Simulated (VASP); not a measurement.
VASP ran on this input.

POSCAR:
```
BeBr2
1
   -2.8658203117     5.2903155263     2.7621995874
    2.8658203117    -5.2903155263     2.7621995874
    2.8658203117     5.2903155263    -2.7621995874
Be Br
2 4
Direct
  0.2500000000   0.2500000000   1.0000000000
  0.7500000000   0.7500000000   1.0000000000
  0.1131277464   0.2089630956   0.3220908420
  0.8868722536   0.7910369044   0.6779091580
  0.3868722536   0.7089630956   0.0958353492
  0.6131277464   0.2910369044   0.9041646508
```

File KPOINTS:
```
Automatic mesh
0
Gamma
6 6 6
0 0 0
```

### INCAR
```
! general
SYSTEM  = BeBr2
PREC    = Accurate
ENCUT   = 400   ! plane-wave cut-off (eV)
LREAL   = .False.
LASPH   = .True.   ! aspherical one-centre terms

! electronic loop
EDIFF   = 1E-7   ! SCF stop (eV)
NELM    = 100   ! most electronic steps
ALGO    = Normal   ! blocked Davidson
LMAXMIX = 4

! smearing
ISMEAR  = -5   ! tetrahedra, Bloechl

! functional
GGA     = PS   ! PBEsol

! ions
ISIF    = 2

! output
LWAVE   = .False.
LCHARG  = .True.
LORBIT  = 11   ! lm-projected
NEDOS   = 601

! other
LEFG    = .True.
```

POTCAR, in this order: Be Br (PBE.64 set). Program: vasp_std.

Problem. Translate this PBEsol calculation to Ansatz.

Solution. One equivalent input (not run):
Ansatz 0.2 input:
```yaml
crystal:
  lattice:
    - [-2.8658203, 5.2903155, 2.7621996]
    - [2.8658203, -5.2903155, 2.7621996]
    - [2.8658203, 5.2903155, -2.7621996]
  atoms:
    - { symbol: Be, position: [0.2500000, 0.2500000, 1.0000000] }
    - { symbol: Be, position: [0.7500000, 0.7500000, 1.0000000] }
    - { symbol: Br, position: [0.1131277, 0.2089631, 0.3220908] }
    - { symbol: Br, position: [0.8868723, 0.7910369, 0.6779092] }
    - { symbol: Br, position: [0.3868723, 0.7089631, 0.0958353] }
    - { symbol: Br, position: [0.6131277, 0.2910369, 0.9041647] }
kpoints:
  mp_grid: { grid: [6, 6, 6] }
hamiltonian:
  xc: pbesol
  pseudopotentials: { kind: paw }
scf:
  occupations: { method: tetrahedron }
  max_iter: 100
output: { forces: true, stress: true, eigenvalues: true }
```
Limits of the translation: each code has its own PAW files, so the cut-off isn't converted (ENCUT is set for VASP's; basis.ecutwfc is left out, and Ansatz then takes the one that its files recommend); Ansatz stops its SCF on the density residual and VASP on the energy change (EDIFF); the field gradients of LEFG aren't asked of the other code.

The structure comes from a computed database's BeBr2 entry (Ibam); how it stands against other phases isn't given here. It was relaxed first.
